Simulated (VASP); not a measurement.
LiMg6Mo: equation of state with PBE

The system is LiMg6Mo.

```
Mo Mg Li
1.0
     4.33937    0.00000    0.00000
     0.00000    4.25514    4.36871
     0.00000   -4.25514    4.36871
Mo Mg Li
1 6 1
Direct
  0.00000 0.12263 0.12263
  0.50000 0.35408 0.35408
  0.50000 0.89297 0.89297
  0.50000 0.36744 0.88049
  0.50000 0.88049 0.36744
  0.00000 0.12829 0.62259
  0.00000 0.62259 0.12829
  0.00000 0.63151 0.63151
```

The cell comes from a database or a generator and needn't be the stable form of this composition.

| Property | Result |
| --- | --- |
| Program | VASP 6.6.1 |
| Task | equation of state |
| Functional | PBE |
| Potentials or basis | VASP PAW PBE potentials, release 64 (Mo_sv, Mg, Li_sv) |
| Cutoff | 520 eV |
| k mesh | 6 × 5 × 5 |
| Occupations | fermi-dirac, width 0.05 eV |
| Spin | no spin polarisation |

```yaml
Equilibrium_volume: 20.11 Å³/atom
Bulk_modulus_at_fixed_shape_and_positions: 51 GPa
Pressure_derivative_of_the_bulk_modulus: 4.0
```

Energy against volume, from the lowest point:
```tsv
volume (Å³/atom)	energy (meV/atom)
18.957	11.44
19.360	4.64
19.763	0.93
20.167	0.00
20.570	1.60
20.973	5.49
21.377	11.45
```

All runs of the series together: 17 min on 1 thread of Intel(R) Xeon(R) Platinum 8375C CPU @ 2.90GHz (Ice Lake) (shared host).

Caveat: the cutoff is under 1.25 times the usual one of these potentials, so pressure, stress and relaxed cells hold a basis-set (Pulay) error; the cell was scaled at fixed shape and fractional positions, which overstates the stiffness of a crystal with free parameters, most of all of layers and chains.
